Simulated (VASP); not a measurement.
A convergence study with VASP on SiO2 (rutile): one setting is varied, all else stays as given below, so the limit is that of these other settings.

```xyz
6
Lattice="4.1800 0.0000 0.0000 0.0000 4.1800 0.0000 0.0000 0.0000 2.6700" Properties=species:S:1:pos:R:3 pbc="T T T"
Si     0.0000     0.0000     0.0000
Si     2.0900     2.0900     1.3350
O      1.2791     1.2791     0.0000
O      3.3691     0.8109     1.3350
O      0.8109     3.3691     1.3350
O      2.9009     2.9009     0.0000
```

Computed with LDA (Ceperley-Alder, Perdew-Zunger), VASP's LDA PAW potentials (set 64) (plane waves; VASP). The tightest run used: 700 eV cut-off, 11×11×17 Γ-centred mesh, tetrahedra with Blöchl corrections, potentials Si O.

Gaps are read on the run's mesh, which can miss a band edge.

### Question
The settings run are 2×2×3 mesh; 3×3×4 mesh; 3×3×5 mesh; 4×4×6 mesh; 5×5×7 mesh; 5×5×8 mesh; 6×6×9 mesh; 7×7×10 mesh; 7×7×11 mesh; 8×8×12 mesh; 9×9×13 mesh; 9×9×14 mesh; 10×10×15 mesh; 11×11×16 mesh; 11×11×17 mesh. From which on does the energy per atom stay within 0.002 eV/atom of the tightest run?

### Answer
From 3×3×5 mesh on: it is off by 0.0006 there and by no more than 0.002 in any finer run, while 3×3×4 mesh is off by 0.0026.
```csv
setting,E (eV/atom),pressure (GPa),largest force (eV/Å),gap on the mesh (eV),irreducible k-points,difference judged (eV/atom)
2×2×3 mesh,-8.6474,-4.02,0.017,5.560,6,0.0196
3×3×4 mesh,-8.6644,-4.06,0.001,5.569,9,0.0026
3×3×5 mesh,-8.6664,-4.07,0.001,5.571,9,0.0006
4×4×6 mesh,-8.6668,-4.06,0.001,5.571,24,0.0001
5×5×7 mesh,-8.6669,-4.06,0.001,5.571,24,0.0000
5×5×8 mesh,-8.6669,-4.06,0.001,5.571,30,0.0000
6×6×9 mesh,-8.6669,-4.06,0.001,5.571,50,0.0000
7×7×10 mesh,-8.6670,-4.06,0.001,5.571,60,0.0000
7×7×11 mesh,-8.6670,-4.06,0.001,5.571,60,0.0000
8×8×12 mesh,-8.6669,-4.06,0.001,5.571,105,0.0000
9×9×13 mesh,-8.6669,-4.06,0.001,5.571,105,0.0000
9×9×14 mesh,-8.6670,-4.06,0.001,5.571,120,0.0000
10×10×15 mesh,-8.6669,-4.06,0.001,5.571,168,0.0000
11×11×16 mesh,-8.6669,-4.06,0.001,5.571,189,0.0000
11×11×17 mesh,-8.6669,-4.06,0.001,5.571,189,0.0000
```

Left out are rungs that failed or repeat a setting and relaxations that didn't move; long series are thinned to 24 rows.

The compound is SiO2 in the rutile structure, stishovite, a high-pressure form. The cell was not relaxed at this level.
